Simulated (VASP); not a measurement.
# Driving VASP from ASE on BN, part 3 of 3

Do ASE scripts that read BN from different structure formats give one answer, and do several routes find one equilibrium volume? All runs use LDA. Left out of this account: 1 further run (fields: a reference on another mesh). The start is a cell from a database of measured crystal structures.

VASP 6.6.1; LDA; plane waves and PAW (B, N).

So far. Step 4 (Full relaxation (LDA, through ASE)): It ends with a largest force of 0.005 eV/Å and a pressure of -0.02 GPa. Step 5 (Energy against volume, from ASE (LDA)): The fitted volume lies +0.07 % from the relaxed one.

The database entry behind the starting cell has ideal inner coordinates that were not refined, so it need not match the best structure at ambient conditions.

## Step 6: BFGS in ASE (LDA)

Here ASE drives the relaxation and calls VASP for forces and stress at each step.

Input file run.py:

```python
import numpy as np
from ase.calculators.vasp import Vasp
from ase import Atoms
from ase.optimize import BFGS
from ase.filters import FrechetCellFilter

atoms = Atoms(['B', 'B', 'N', 'N'],
              cell=[[2.536, 0.0, 0.0], [-1.268, 2.19624042, 0.0], [0.0, 0.0, 4.199]],
              scaled_positions=[[0.66666667, 0.33333333, 0.0], [0.33333333, 0.66666667, 0.5], [0.66666667, 0.33333333, 0.375], [0.33333333, 0.66666667, 0.875]],
              pbc=True)

calc = Vasp(
    xc='lda',
    pp='LDA',
    prec='Accurate',
    encut=520,
    ediff=1e-06,
    nelm=100,
    ismear=-1,
    sigma=0.05,
    lreal=False,
    algo='Normal',
    nbands=14,
    lorbit=11,
    lwave=False,
    lcharg=False,
    kpar=4,
    isif=2,
    pp_version='64',
    setups={'B': '', 'N': ''},
    kpts=(11, 11, 6),
    gamma=True,
    txt='vasp.out',
)
atoms.calc = calc

BFGS(FrechetCellFilter(atoms)).run(fmax=0.02, steps=30)
print("cell (A, degrees):", np.round(atoms.cell.cellpar(), 4))
print("volume (A^3):", round(atoms.get_volume(), 4))
print("energy (eV):", round(atoms.get_potential_energy(), 6))
print("Fermi level (eV):", round(calc.get_fermi_level(), 4))
print("forces (eV/A):")
print(np.round(atoms.get_forces(), 4))
print("stress (GPa, Voigt, tension positive):", np.round(atoms.get_stress() * 160.21766, 3))
```

PAW data sets: B and N (LDA family, release 64).

On the command line:

```sh
$ export ASE_VASP_COMMAND="mpirun -np 4 vasp_std"
$ python run.py
```

Log:

```text
Step     Time          Energy          fmax
BFGS:    0 --:--:--      -38.750965        0.211379
BFGS:    1 --:--:--      -38.752462        0.179160
BFGS:    2 --:--:--      -38.755672        0.058236
BFGS:    3 --:--:--      -38.755787        0.025352
BFGS:    4 --:--:--      -38.755808        0.000423
cell (A, degrees): [  2.5252   2.5252   4.1784  90.      90.     120.    ]
volume (A^3): 23.0754
energy (eV): -38.755808
Fermi level (eV): 8.8497
forces (eV/A):
[[-0.      0.     -0.0003]
 [ 0.      0.     -0.0003]
 [ 0.     -0.      0.0003]
 [-0.     -0.      0.0003]]
stress (GPa, Voigt, tension positive): [-0.012 -0.012  0.009 -0.    -0.    -0.   ]
```

Wall time 24 s (4 MPI ranks of Intel Xeon Platinum 8259CL at 2.50GHz (Skylake/Cascade Lake), shared host); peak memory 0.48 GiB.

ASE turned this into the INCAR:

```
ENCUT = 520.000000
SIGMA = 0.050000
EDIFF = 1.00e-06
ALGO = Normal
PREC = Accurate
ISIF = 2
ISMEAR = -1
KPAR = 4
LORBIT = 11
NBANDS = 14
NELM = 100
LCHARG = .FALSE.
LWAVE = .FALSE.
LREAL = .FALSE.
```

ASE turned this into the KPOINTS:

```
KPOINTS created by Atomic Simulation Environment
0
Gamma
11 11 6
0 0 0
```

VASP's own log, vasp.out (the last of its runs):

```text
[... set-up lines as in an earlier step ...]
 entering main loop
       N       E                     dE             d eps       ncg     rms          rms(c)
DAV:   1     0.377437257413E+02    0.37744E+02   -0.86384E+03  1792   0.112E+03
DAV:   2    -0.388523989034E+02   -0.76596E+02   -0.71592E+02  2422   0.234E+02
DAV:   3    -0.411121288045E+02   -0.22597E+01   -0.22520E+01  2494   0.383E+01
DAV:   4    -0.411200043605E+02   -0.78756E-02   -0.78748E-02  1906   0.255E+00
DAV:   5    -0.411200620319E+02   -0.57671E-04   -0.57669E-04  2356   0.186E-01    0.939E+00
DAV:   6    -0.390499473162E+02    0.20701E+01   -0.40165E+00  2206   0.161E+01    0.435E+00
DAV:   7    -0.388217978984E+02    0.22815E+00   -0.26370E-01  2074   0.423E+00    0.259E+00
DAV:   8    -0.387571303204E+02    0.64668E-01   -0.90323E-02  2038   0.237E+00    0.243E-01
DAV:   9    -0.387558518326E+02    0.12785E-02   -0.27217E-03  2254   0.490E-01    0.134E-01
DAV:  10    -0.387558110683E+02    0.40764E-04   -0.14732E-04  2164   0.114E-01    0.189E-02
DAV:  11    -0.387558082564E+02    0.28119E-05   -0.19766E-05  2188   0.371E-02    0.109E-02
DAV:  12    -0.387558081582E+02    0.98203E-07   -0.15726E-06  1586   0.117E-02
   1 F= -.38755808E+02 E0= -.38755808E+02  d E =-.147777E-10
```

OUTCAR, selected parts (step 6):

```text
   ENCUT  =  520.0 eV  38.22 Ry    6.18 a.u.   4.70  4.70  7.77*2*pi/ulx,y,z

   NELECT =      16.0000    total number of electrons

 E-fermi :   8.8497

 k-point     1 :       0.0000    0.0000    0.0000
  band No.  band energies     occupation
    ...
      4       5.6709      2.00000
      5       5.6709      2.00000
      6       7.5584      2.00000
      7       7.8541      2.00000
      8       7.8541      2.00000
      9      16.1845      0.00000
     10      16.1845      0.00000
     11      16.4668      0.00000
     12      17.7534      0.00000
     13      19.0444      0.00000
    ...

  Total        0.0016934      0.0016934     -0.0012380      0.0000000      0.0000000      0.0000000
  in kB        0.1175735      0.1175735     -0.0859570      0.0000000      0.0000000      0.0000000
  external PRESSURE =       0.0497300 kB  Pullay stress =       0.0000000 kB

 POSITION                                       TOTAL-FORCE (eV/Angst)
 -----------------------------------------------------------------------------------
      1.26262      0.72897      0.00126        -0.000000      0.000000     -0.000269
     -0.00000      1.45795      2.09048         0.000000      0.000000     -0.000269
      1.26262      0.72897      1.56565         0.000000     -0.000000      0.000269
     -0.00000      1.45795      3.65486        -0.000000     -0.000000      0.000269
 -----------------------------------------------------------------------------------
    total drift:                                0.000001     -0.000000     -0.000750

  FREE ENERGIE OF THE ION-ELECTRON SYSTEM (eV)
  ---------------------------------------------------
  free  energy   TOTEN  =       -38.7558081582 eV

  energy  without entropy=      -38.7558081582  energy(sigma->0) =      -38.75580816

[... 5 parts as in an earlier step ...]

[... 11 further parts left out ...]
```

This step gave:

```
optimizer steps   : 4
volume after bfgs : 5.769 Å³/atom
```

## Step 7: A single point (LDA, through ASE), changed input

A single point gives energy, forces and stress at these settings. Some settings are moved from the usual, to see what they do.

run.py: that of step 6 with these lines changed.

```diff
@@ -3,4 +3,3 @@
 from ase import Atoms
-from ase.optimize import BFGS
-from ase.filters import FrechetCellFilter
+from ase.dft.bandgap import bandgap
 
@@ -18,4 +17,4 @@
     nelm=100,
-    ismear=-1,
-    sigma=0.05,
+    ismear=2,
+    sigma=0.2,
     lreal=False,
@@ -36,5 +35,2 @@
 
-BFGS(FrechetCellFilter(atoms)).run(fmax=0.02, steps=30)
-print("cell (A, degrees):", np.round(atoms.cell.cellpar(), 4))
-print("volume (A^3):", round(atoms.get_volume(), 4))
 print("energy (eV):", round(atoms.get_potential_energy(), 6))
@@ -44 +40,3 @@
 print("stress (GPa, Voigt, tension positive):", np.round(atoms.get_stress() * 160.21766, 3))
+gap, p1, p2 = bandgap(calc, direct=False)
+print("gap on the mesh (eV):", round(gap, 4))
```

Log:

```text
energy (eV): -38.750968
Fermi level (eV): 7.7678
forces (eV/A):
[[ 0.     -0.      0.0502]
 [-0.     -0.      0.0502]
 [ 0.     -0.     -0.0502]
 [-0.      0.     -0.0502]]
stress (GPa, Voigt, tension positive): [ 4.971  4.971  5.793 -0.    -0.    -0.   ]
gap on the mesh (eV): 5.1414
```

Wall time 5.4 s (4 MPI ranks); peak memory 0.49 GiB.

The INCAR that ASE wrote:

```
ENCUT = 520.000000
SIGMA = 0.200000
EDIFF = 1.00e-06
ALGO = Normal
PREC = Accurate
ISIF = 2
ISMEAR = 2
KPAR = 4
LORBIT = 11
NBANDS = 14
NELM = 100
LCHARG = .FALSE.
LWAVE = .FALSE.
LREAL = .FALSE.
```

The KPOINTS that ASE wrote:

```
KPOINTS created by Atomic Simulation Environment
0
Gamma
11 11 6
0 0 0
```

vasp.out:

```text
[... set-up lines as in an earlier step ...]
 entering main loop
       N       E                     dE             d eps       ncg     rms          rms(c)
DAV:   1     0.377367983817E+02    0.37737E+02   -0.85768E+03  1800   0.111E+03
DAV:   2    -0.388005961857E+02   -0.76537E+02   -0.71053E+02  2528   0.234E+02
DAV:   3    -0.410559094809E+02   -0.22553E+01   -0.22468E+01  2494   0.378E+01
DAV:   4    -0.410644073868E+02   -0.84979E-02   -0.84962E-02  1882   0.263E+00
DAV:   5    -0.410644710581E+02   -0.63671E-04   -0.63670E-04  2434   0.194E-01    0.929E+00
DAV:   6    -0.390341332688E+02    0.20303E+01   -0.40077E+00  2206   0.161E+01    0.429E+00
DAV:   7    -0.388162312362E+02    0.21790E+00   -0.25184E-01  2068   0.413E+00    0.257E+00
DAV:   8    -0.387523014937E+02    0.63930E-01   -0.90069E-02  2014   0.235E+00    0.242E-01
DAV:   9    -0.387509976485E+02    0.13038E-02   -0.27401E-03  2296   0.490E-01    0.131E-01
DAV:  10    -0.387509576722E+02    0.39976E-04   -0.15398E-04  2128   0.115E-01    0.191E-02
DAV:  11    -0.387509547480E+02    0.29241E-05   -0.19859E-05  2218   0.371E-02    0.107E-02
DAV:  12    -0.387509546837E+02    0.64386E-07   -0.15190E-06  1434   0.116E-02
   1 F= -.38750955E+02 E0= -.38750968E+02  d E =0.526071E-04
```

Parts of OUTCAR (step 7):

```text
   NELECT =      16.0000    total number of electrons

 E-fermi :   7.7678

 k-point     1 :       0.0000    0.0000    0.0000
  band No.  band energies     occupation
    ...
      4       5.5265      2.00000
      5       5.5265      2.00000
      6       7.4151      1.99603
      7       7.6684      1.87413
      8       7.6684      1.87413
      9      15.9701      0.00000
     10      15.9701      0.00000
     11      16.1740      0.00000
     12      17.4253      0.00000
     13      18.6760      0.00000
    ...

  Total       -0.7256824     -0.7256823     -0.8456301      0.0000000      0.0000000      0.0000000
  in kB      -49.7143929    -49.7143927    -57.9316681      0.0000000      0.0000000      0.0000000
  external PRESSURE =     -52.4534846 kB  Pullay stress =       0.0000000 kB

 POSITION                                       TOTAL-FORCE (eV/Angst)
 -----------------------------------------------------------------------------------
      1.26800      0.73208      0.00000         0.000000     -0.000000      0.050167
     -0.00000      1.46416      2.09950        -0.000000     -0.000000      0.050167
      1.26800      0.73208      1.57462         0.000000     -0.000000     -0.050167
     -0.00000      1.46416      3.67413        -0.000000      0.000000     -0.050167
 -----------------------------------------------------------------------------------
    total drift:                                0.000001     -0.000000     -0.000791

  FREE ENERGIE OF THE ION-ELECTRON SYSTEM (eV)
  ---------------------------------------------------
  free  energy   TOTEN  =       -38.7509546837 eV

  energy  without entropy=      -38.7510072907  energy(sigma->0) =      -38.75096784

[... 11 parts as in an earlier step ...]

[... 6 further parts left out ...]
```

Methfessel-Paxton smearing is not meant for a cell with a gap.

This step gave:

```yaml
free_energy_toten: -38.75 eV
fermi_energy: 7.768 eV
pressure: -5.245 GPa
gap_on_the_k_mesh: 5.141 eV
least_direct_gap_on_the_k_mesh: 8.221 eV
```

Force by atom:

```csv
atom,x (eV/Å),y (eV/Å),z (eV/Å),size
B1,0.0000,0.0000,0.0502,0.0502
B2,0.0000,0.0000,0.0502,0.0502
N3,0.0000,0.0000,-0.0502,0.0502
N4,0.0000,0.0000,-0.0502,0.0502
```

The pressure is -5.25 GPa and the largest force 0.050 eV/Å, so the cell is not at a minimum at these settings.

## Step 8: The runs together

| run | atoms | mesh | energy (eV/atom) | pressure (GPa) |
| --- | --- | --- | --- | --- |
| ASE, structure read from an extended xyz file | 4 | 11×11×6 | -9.68774 | -5.245 |
| ASE, structure read from a CIF with its space group | 4 | 12×12×6 | -9.68775 | -5.245 |

## Step 9: What came out

- energy, ASE, structure read from an extended xyz file: -9.68774 eV/atom
- energy, ASE, structure read from a CIF with its space group: -9.68775 eV/atom
- volume from VASP's own relaxation: 5.769 Å³/atom
- volume from the fit of the ASE volume loop: 5.773 Å³/atom
- volume from BFGS in ASE: 5.769 Å³/atom

What this shows: With the structure read from a CIF with its space group, ASE's run reproduces the energy of the first script. The routes to the equilibrium volume agree within 0.07 %. VASP's relaxation keeps the plane waves of its start, while ASE starts VASP afresh at each cell, and a loop at fixed shape can't relax anything but the volume.

[Lines on the potential files, build, host, timing and source positions are cut from VASP's logs without a mark.]

[Logs are printed without paths, hosts, clocks, repeated set-up lines and the standing remarks that a program may print on its own settings, such as how far it seeks lower states.]

[Hosts, paths, dates, database ids (printed as entryN), source tags and the programs' standing remarks are cut or masked in the printed files.]

[A measured line is paired with the nearest computed mode of its activity, which favours agreement.]
